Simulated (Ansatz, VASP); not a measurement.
# AlGa3P4: VASP beside Ansatz

Aim: how closely do two programs agree when they are given the same cell, functional and k mesh? The cell is invented: As first built, before any earlier steps moved the atoms (in the runner's words): P for N in the AlGa3N4 structure of space group P-43m. It may not be a known or stable phase. The two relaxations start from unlike cells of this crystal (the structure described is Ansatz's start), so only their ends are compared.

Program: Ansatz 0.2.0. Level of theory: plane waves, with VASP 6.6.1 beside it; relaxation of cell and atoms at PBE. Results are calculated unless marked as measured.

## Step 1: The structure

Symmetry: P-43m, No. 215, cubic system. Conventional cell: a = 4.908 Å, b = 4.908 Å, c = 4.908 Å, α = 90.00°, β = 90.00°, γ = 90.00°. Nearest to Al lie 4 P at 2.08 Å. Nearest to Ga lie 4 P at 2.14 Å. P has 1 Al at 2.08 Å and 3 Ga at 2.14 Å nearest. It derives from AlGa3N4. As first built, before any earlier steps moved the atoms (in the runner's words): P for N in the AlGa3N4 structure of space group P-43m. Farther neighbours are not listed.

## Step 2: Ansatz: relaxation of cell and atoms, PBE

Ansatz runs on its default PAW (the set named soft_2) files.

The relaxed volume is the usual yardstick between codes: in a stiff, nearly cubic crystal its relative difference is about their pressure difference at one cell divided by the bulk modulus.

The input, input.yaml:

```yaml
crystal:
  lattice:
    - [4.9077682548, 0.0, 0.0]
    - [0.0, 4.9077682548, 0.0]
    - [0.0, 0.0, 4.9077682548]
  atoms:
    - { symbol: Al, position: [0.0, 0.0, 0.0] }
    - { symbol: Ga, position: [0.5, 0.5, 0.0] }
    - { symbol: Ga, position: [0.5, 0.0, 0.5] }
    - { symbol: Ga, position: [0.0, 0.5, 0.5] }
    - { symbol: P, position: [0.75571442, 0.75571442, 0.24428558] }
    - { symbol: P, position: [0.75571442, 0.24428558, 0.75571442] }
    - { symbol: P, position: [0.24428558, 0.75571442, 0.75571442] }
    - { symbol: P, position: [0.24428558, 0.24428558, 0.24428558] }
kpoints:
  mp_grid: { grid: [4, 4, 4] }
scf:
  occupations: { method: gaussian, width: 0.03 }
hamiltonian:
  xc: pbe
output:
  forces: true
  stress: true
relax:
  f_tol: 0.02
  max_steps: 60
  cell: {}
```

The run is started by

```console
$ ansatz run input.yaml --threads 2 --pin off --max-ram 4096MiB --backend cpu --events-out ev --progress --plain --runs-dir out
```

Numbers of over 12 decimals in the logs are rounded to 6 here.

The program printed:

```text
Engine: ansatz 0.2.0, x86_64-unknown-linux-gnu
Pseudopotentials: kind: paw
Pseudopotential: Al, paw, valence charge 3, recommended cutoff 420 eV (normal), Al.paw.azcp
Pseudopotential: Ga, paw, valence charge 13, recommended cutoff 420 eV (normal), Ga.paw.azcp
Pseudopotential: P, paw, valence charge 5, recommended cutoff 420 eV (normal), P.paw.azcp
Functional definition: PBE
  parameter kappa = 0.804
  parameter beta = 0.066725
  exchange = pbe_x(kappa = kappa, mu = beta*pi^2/3)
  correlation = pbe_c(beta = beta)
Crystal: 8 atoms, lattice volume = 118.209 Å³
Basis set: ecut = 420 eV, 2325 PW (Γ), exchange–correlation on 72×72×72 points (8 copies of the dense FFT grid, shifted against one another)
Bands: 39, of which v1, the nominal top of the filled ones, is band 31 counted from 1 (30 counted from 0)
Symmetry: 24 space group operations
Space group: P-43m (ITA 215), of the structure as read, at distance tolerance 4.9e-5 Å
k-points: 10 of 64 (time reversal used)
Non-local potential: Al, projectors of the file, l = 0: 2, l = 1: 2, l = 2: 1
Non-local potential: Ga, projectors of the file, l = 0: 2, l = 1: 2, l = 2: 3, l = 3: 1
Non-local potential: P, projectors of the file, l = 0: 2, l = 1: 2, l = 2: 2
PAW form: soft (Blöchl's): semilocal exchange-correlation on the pseudo side does not see the compensation charge
PAW one-centre angular grid: Al, 110 points (default); XC on 64 Gauss nodes
PAW one-centre angular grid: Ga, 590 points (default); XC on 64 Gauss nodes
PAW one-centre angular grid: P, 110 points (default); XC on 64 Gauss nodes
Initial density: superposition of atomic densities (neutral atoms: chi_scale 0, normalization atom), corrected by the library's trained network
Initial wavefunctions: pseudopotential atomic-orbital guess
Functional: x = pbe(κ = 0.804, μ = 0.219515), c = pbe(β = 0.066725)
SCF iter   1: F=—  HF=-14906.565666 eV  |F-HF|=—  |Δ(HF+E_count)|=         —  Δρ=2.05e-3  dr2=3.49e-3  ethr=1.77e-3  ⟨swp⟩=8.9  Hψ=1893  notcnv=0
preconditioner: auto → Resta (q_TF=auto, 2.450 Å⁻¹)  ε∞=4.5  [insulator: Δε(μ)=1.171 eV  Ē_g=14.370 eV  σ=0.030 eV  W_gap=1.00  n_scr=26 (ndim 8)  ℏωp=26.9 eV  f_vac=0.000  D(μ)=0.00/eV (n_scr^D=0)  ε∞_Penn≈4.5]
SCF iter   2: F=—  HF=-14906.567277 eV  |F-HF|=—  |Δ(HF+E_count)|=   1.61e-3  Δρ=1.29e-3  dr2=1.59e-3  ethr=5.63e-6  ⟨swp⟩=2.7  Hψ=828  notcnv=0  defer=16
SCF iter   3: F=—  HF=-14906.567247 eV  |F-HF|=—  |Δ(HF+E_count)|=   3.03e-5  Δρ=5.48e-4  dr2=5.02e-4  ethr=2.57e-6  ⟨swp⟩=2.3  Hψ=663  notcnv=0  defer=16
SCF iter   4: F=—  HF=-14906.567103 eV  |F-HF|=—  |Δ(HF+E_count)|=   1.44e-4  Δρ=1.93e-4  dr2=7.77e-5  ethr=8.10e-7  ⟨swp⟩=2.0  Hψ=665  notcnv=0  defer=16
SCF iter   5: F=—  HF=-14906.567135 eV  |F-HF|=—  |Δ(HF+E_count)|=   3.22e-5  Δρ=1.17e-4  dr2=1.49e-5  ethr=1.25e-7  ⟨swp⟩=3.0  Hψ=675  notcnv=0  defer=16
SCF iter   6: F=—  HF=-14906.567136 eV  |F-HF|=—  |Δ(HF+E_count)|=   4.33e-7  Δρ=2.69e-5  dr2=1.65e-6  ethr=2.40e-8  ⟨swp⟩=2.0  Hψ=669  notcnv=0  defer=16
SCF iter   7: F=—  HF=-14906.567136 eV  |F-HF|=—  |Δ(HF+E_count)|=   1.75e-8  Δρ=9.72e-6  dr2=1.65e-7  ethr=2.66e-9  ⟨swp⟩=2.4  Hψ=570  notcnv=0  defer=16
SCF iter   8: F=-14906.567136 eV  HF=-14906.567136 eV  |F-HF|=4.50e-9  |Δ(HF+E_count)|=   1.68e-8  Δρ=1.76e-6  dr2=6.45e-9  ethr=1.61e-10  ⟨swp⟩=4.9  Hψ=1212  notcnv=0
SCF 1 converged in 8 iterations: F = -14906.567136 eV  dr2 = 6.45e-9
  greatest PAW one-centre occupation: 0.994 electrons in one spin orbital (limit 2), on the Ga atom at site 1 (counted from 0), in its partial waves of l = 2
relax step   1: F+E_penalty+E_count = -14906.56713583 eV  Δ(F+E_penalty+E_count) = +0.000e0 eV  max|allowed force component| = 8.539e-1 eV/Å  Δτ_max = 0.0000 Å  P = +56.797 GPa  Ω = 118.209 Å³  (8 SCF iters, dr2 threshold 1.00e-7 eV, accepted)
[...]
relax step   7: F+E_penalty+E_count = -14913.09001675 eV  Δ(F+E_penalty+E_count) = -1.020e-1 eV  max|allowed force component| = 5.686e-4 eV/Å  Δτ_max = 0.0000 Å  P = +0.957 GPa  Ω = 165.047 Å³  stress off target by 9.57e-1 GPa  SCF on the basis re-selected at this cell (its energy is not comparable with the rows above)  (9 SCF iters)
[...]
relax step   8: F+E_penalty+E_count = -14913.09536629 eV  Δ(F+E_penalty+E_count) = -5.350e-3 eV  max|allowed force component| = 1.392e-3 eV/Å  Δτ_max = 0.0005 Å  P = +0.107 GPa  Ω = 166.799 Å³  energy of the carried Pulay correction = -4.290e-4 eV  (5 SCF iters, dr2 threshold 8.00e-7 eV, accepted)
[...]
relax step   9: F+E_penalty+E_count = -14913.09538365 eV  Δ(F+E_penalty+E_count) = -1.736e-5 eV  max|allowed force component| = 6.454e-4 eV/Å  Δτ_max = 0.0002 Å  P = -0.001 GPa  Ω = 167.031 Å³  energy of the carried Pulay correction = -4.892e-4 eV  (5 SCF iters, dr2 threshold 2.87e-8 eV, accepted)
[...]
relax step  10: F+E_penalty+E_count = -14913.09589110 eV  Δ(F+E_penalty+E_count) = -5.075e-4 eV  max|allowed force component| = 6.361e-4 eV/Å  Δτ_max = 0.0000 Å  P = -0.005 GPa  Ω = 167.031 Å³  stress off target by 5.19e-3 GPa  SCF on the basis re-selected at this cell (its energy is not comparable with the rows above)  (6 SCF iters)
basis re-selected at this cell: Δ(F+E_penalty+E_count) = -5.075e-4 eV, ΔP = -0.004 GPa vs the last step (what re-selecting the basis moved, of the pressure what is left beyond the Pulay correction that the steps carried, after the strain that the cell walked since its last selection, with what the two solves' SCF thresholds leave and, on support functions, any second-order correction that the steps lacked; it is no m [...]
SCF converged after 6 iterations
Free energy (F): -14913.095891 eV
Harris-Foulkes:  -14913.095891 eV  (|F-HF|=6.38e-10)
Internal energy: -14913.095891 eV  (E = F + TS)
E sigma→0 (E₀):  -14913.095891 eV
Fermi energy:    7.028338 eV
--- Per-component energies (eV) ---
  E_band       = -199.652315
  E_kinetic    = 649.200362
  E_local      = -7189.810792  (includes V_loc(G=0)·N_el)
  E_nonlocal   = 1421.203750
  E_hartree    = 3317.239928
  E_xc         = -492.063186
  E_vxc        = -444.759670  (∫ρ·V_xc dr)
  E_paw        = -8712.853988  (= ΣΔE_a)
  E_vpaw       = -1269.965677  (= ΣTr[D̂ρ^β])
  E_aug_tail   = -0.000269  (compensation charges beyond the density's cutoff)
  E_ewald      = -3906.011697
  E_smearing   = -0.000000  (= −TS)
  E_closure    = 0.000000  (closes the sum)
  Σ components = -14913.095891   (vs F -14913.095891, Δ=0.00e0)
--- Forces (eV/Å), atoms counted from 1 ---
  atom   1  Al     0.00000000     0.00000000     0.00000000
  atom   2  Ga     0.00000000     0.00000000     0.00000000
  atom   3  Ga     0.00000000    -0.00000000     0.00000000
  atom   4  Ga     0.00000000     0.00000000     0.00000000
  atom   5  P      0.00063606     0.00063606    -0.00063606
  atom   6  P      0.00063606    -0.00063606     0.00063606
  atom   7  P     -0.00063606     0.00063606     0.00063606
  atom   8  P     -0.00063606    -0.00063606    -0.00063606
  max |Σ_I F_I| component: 5.79e-17 eV/Å
--- Stress (GPa, compression-positive) ---
       -0.005192      -0.000000      -0.000000
       -0.000000      -0.005192       0.000000
       -0.000000       0.000000      -0.005192
  P = ⅓ Tr σ = -0.0052 GPa (-0.052 kbar)
--- Relaxed structure (8 steps of the walk, 8 accepted, 2 SCFs on fresh bases) ---
  F+E_penalty+E_count = -14913.09589110 eV   max|allowed force component| = 6.361e-4 eV/Å   (the final SCF, on the basis selected at the relaxed cell)
  cell:  # Å, volume = 167.0309 Å³
    - [5.507218, 0, 0]
    - [0, 5.507218, 0]
    - [0, 0, 5.507218]
  atoms:
    - { symbol: Al, position: [1.1080294013585594e-19, 0, -1.705191664396045e-19] }
    - { symbol: Ga, position: [0.500000, 0.500000, -1.7051916643960446e-19] }
    - { symbol: Ga, position: [0.500000, 0, 0.500000] }
    - { symbol: Ga, position: [1.1080294013585616e-19, 0.500000, 0.500000] }
    - { symbol: P, position: [0.750501, 0.750501, 0.249499] }
    - { symbol: P, position: [0.750501, 0.249499, 0.750501] }
    - { symbol: P, position: [0.249499, 0.750501, 0.750501] }
    - { symbol: P, position: [0.249499, 0.249499, 0.249499] }
```

Reading the cycles: dr2 is the Hartree energy of the density residual (eV), the measure of convergence; HF is the Harris–Foulkes estimate of the energy, which meets the free energy F at convergence.

[end of part 1 of 2]

[Lines on the potential files, build, host, timing and source positions are cut from VASP's logs without a mark.]

[Logs are printed without paths, hosts, clocks, repeated set-up lines and the standing remarks that a program may print on its own settings, such as how far it seeks lower states.]

[Hosts, paths, dates, database ids (printed as entryN), source tags and the programs' standing remarks are cut or masked in the printed files.]
